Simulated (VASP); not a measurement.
Sb (relaxed from the hcp structure, space group P6_3/mmc): computed properties

These are PBEsol GGA, VASP's PBE PAW potentials (set 64) (plane waves; VASP 6.6.1) values and carry that method's errors.

```
Item                                                                                                    Result
----------------------------------  --------------------------------------------------------------------------
space group                                                                                     P6_3/mmc (194)
cell                                a = 3.310 Å, b = 3.310 Å, c = 5.483 Å, α = 90.00°, β = 90.00°, γ = 120.00°
volume per atom                                                                                 26.02 Å^3/atom
band gap (over mesh and band path)                                    none (metal, semimetal or under 0.01 eV)
density                                                                                             7.77 g/cm³
```

```
Sb
1.0
    3.31029     0.00000     0.00000
   -1.65515     2.86680     0.00000
    0.00000     0.00000     5.48319
Sb
2
Direct
  0.33333   0.66667   0.25000
  0.66667   0.33333   0.75000
```

Unless said otherwise, spin-orbit coupling is left out, though it shifts the bands of the heavy elements here.

The structure was generated: Sb was put into the hcp type (P6_3/mmc), which need not be its known phase. It was relaxed first, which changed the volume by -5 %. Symmetry was kept, so distortions that lower it aren't found.
